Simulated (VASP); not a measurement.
All values below come from PBE GGA, VASP's PBE PAW potentials (set 64) (plane waves; VASP 6.6.1).

VASP ran on this input.

POSCAR:
```
TcAs
1
    5.3845350000     0.0000000000     0.0000000000
   -2.6922670000     4.6631440000     0.0000000000
    0.0000000000     0.0000000000     4.3448580000
Tc As
3 3
Direct
  0.5000000000   0.0000000000   0.0000000000
  0.5000000000   0.5000000000   0.0000000000
  0.0000000000   0.5000000000   0.0000000000
  0.0000000000   0.0000000000   0.0000000000
  0.3333330000   0.6666670000   0.5000000000
  0.6666670000   0.3333330000   0.5000000000
```

**INCAR**
```
LMAXMIX = 4
GGA = PE
ISMEAR = 0
ENCUT = 300   ! plane-wave cut-off (eV)
NELM = 100
LCHARG = .False.
ISIF = 2
ALGO = Normal   ! blocked Davidson
PREC = Accurate
SYSTEM = TcAs
LWAVE = .False.
EDIFF = 1E-6   ! SCF stop (eV)
LREAL = .False.   ! projection in real space or not
LASPH = .True.
SIGMA = 0.272
```

KPOINTS:
```
Automatic
0
gamma
  2 2 2
0 0 0
```

POTCAR, in this order: Tc_pv As (PBE.64 set). Program: vasp_std.

Output

File OSZICAR:
```
       N       E                     dE             d eps       ncg     rms          rms(c)
DAV:   1     0.409196574565E+03    0.40920E+03   -0.23247E+04   320   0.103E+03
DAV:   2    -0.243790742243E+02   -0.43358E+03   -0.42565E+03   296   0.329E+02
DAV:   3    -0.450495587785E+02   -0.20670E+02   -0.20293E+02   352   0.717E+01
DAV:   4    -0.455231323980E+02   -0.47357E+00   -0.47207E+00   288   0.980E+00
DAV:   5    -0.455418646120E+02   -0.18732E-01   -0.18336E-01   344   0.141E+00    0.249E+01
DAV:   6    -0.446391874268E+02    0.90268E+00   -0.99056E+00   296   0.170E+01    0.825E+00
DAV:   7    -0.442076687536E+02    0.43152E+00   -0.55103E+00   288   0.843E+00    0.757E+00
DAV:   8    -0.439891156528E+02    0.21855E+00   -0.98678E-01   296   0.568E+00    0.882E-01
DAV:   9    -0.439878746340E+02    0.12410E-02   -0.22027E-02   304   0.715E-01    0.276E-01
DAV:  10    -0.439881653388E+02   -0.29070E-03   -0.16060E-03   304   0.267E-01    0.113E-01
DAV:  11    -0.439883889853E+02   -0.22365E-03   -0.27244E-04   288   0.898E-02    0.251E-02
DAV:  12    -0.439884102327E+02   -0.21247E-04   -0.41475E-05   312   0.317E-02    0.115E-02
DAV:  13    -0.439884146943E+02   -0.44616E-05   -0.15398E-05   248   0.194E-02    0.366E-03
DAV:  14    -0.439884148247E+02   -0.13032E-06   -0.29656E-06   176   0.474E-03
   1 F= -.43988415E+02 E0= -.43774497E+02  d E =-.427836E+00
```

File OUTCAR:
```
------------------------ aborting loop because EDIFF is reached ----------------------------------------
  FORCE on cell =-STRESS in cart. coord.  units (eV):
  Direction    XX          YY          ZZ          XY          YZ          ZX
  --------------------------------------------------------------------------------------
  Total       -3.5434572     -3.5434571     -4.0291085     -0.0000004      0.0000000     -0.0000000
  in kB      -52.0397449    -52.0397427    -59.1720927     -0.0000056      0.0000000     -0.0000000
  external PRESSURE =     -54.4171934 kB  Pullay stress =       0.0000000 kB
  volume of cell :      109.09
      direct lattice vectors                 reciprocal lattice vectors
     5.384535000  0.000000000  0.000000000     0.185717058  0.107223776  0.000000000
    -2.692267000  4.663144000  0.000000000     0.000000000  0.214447592  0.000000000
     0.000000000  0.000000000  4.344858000     0.000000000  0.000000000  0.230157119
 POSITION                                       TOTAL-FORCE (eV/Angst)
 -----------------------------------------------------------------------------------
      2.69227      0.00000      0.00000        -0.000000      0.000000      0.000000
      1.34613      2.33157      0.00000        -0.000000      0.000000      0.000000
     -1.34613      2.33157      0.00000        -0.000000      0.000000      0.000000
      0.00000      0.00000      0.00000        -0.000000      0.000000      0.000000
     -0.00000      3.10876      2.17243        -0.000000     -0.000000      0.000000
      2.69227      1.55438      2.17243         0.000000      0.000000      0.000000
 -----------------------------------------------------------------------------------
    total drift:                                0.000000      0.000000      0.000000
  FREE ENERGIE OF THE ION-ELECTRON SYSTEM (eV)
  ---------------------------------------------------
  free  energy   TOTEN  =       -43.9884148247 eV

  energy  without entropy=      -43.5605784772  energy(sigma->0) =      -43.77449665
```
(Selected blocks of OUTCAR.)

### OUTCAR
```
 val. band max:        8.2725435873   @ k =   0.0000   0.0000   0.0000

 cond. band min:       8.3090405481   @ k =   0.0000   0.0000   0.0000


 Fermi energy:         8.2741874070

 k-point     1 :       0.0000    0.0000    0.0000
  band No.  band energies     occupation
      1     -31.4533      2.00000
      2     -31.0451      2.00000
      3     -31.0451      2.00000
      4     -30.8741      2.00000
      5     -30.7345      2.00000
      6     -30.7344      2.00000
      7     -30.5262      2.00000
      8     -30.4214      2.00000
      9     -30.4214      2.00000
     10      -5.0525      2.00000
     11      -3.1206      2.00000
     12      -1.6835      2.00000
     13       1.9910      2.00000
     14       2.8709      2.00000
     15       2.8709      2.00000
     16       3.0734      2.00000
     17       4.6320      2.00000
     18       4.6320      2.00000
     19       4.6437      2.00000
     20       4.9423      2.00000
     21       4.9424      2.00000
     22       5.6602      2.00000
     23       5.6602      2.00000
     24       8.1771      1.38613
     25       8.2725      1.00697
     26       8.2725      1.00682
     27       8.3090      0.85620
     28       8.5976      0.09261
     29       8.7060      0.02474
     30       8.7061      0.02473
     31       9.1722      0.00000
     32       9.1722      0.00000

 k-point     2 :       0.5000   -0.0000    0.0000
  band No.  band energies     occupation
      1     -31.2291      2.00000
      2     -30.8670      2.00000
      3     -30.8498      2.00000
      4     -30.8274      2.00000
      5     -30.7878      2.00000
      6     -30.7814      2.00000
      7     -30.7639      2.00000
      8     -30.7347      2.00000
      9     -30.4484      2.00000
     10      -4.0361      2.00000
     11      -3.4201      2.00000
     12      -2.6571      2.00000
     13       2.4403      2.00000
     14       2.7123      2.00000
     15       2.7585      2.00000
     16       3.6255      2.00000
...
```

At this cut-off the stress carries a Pulay error, which pulls relaxed volumes low.

The structure was generated: TcAs was put into an ordered model structure, which need not be its known phase. The cell was not relaxed at this level. The k-mesh is coarse (spacing up to 0.72 per Å, 2π included), so the numbers may not be converged in it. The run is one of a series of settings (KPOINTS 2×2×2 Γ-centred mesh against the base run), some of them coarse on purpose. VASP warned that the highest band is occupied, so more bands are needed.
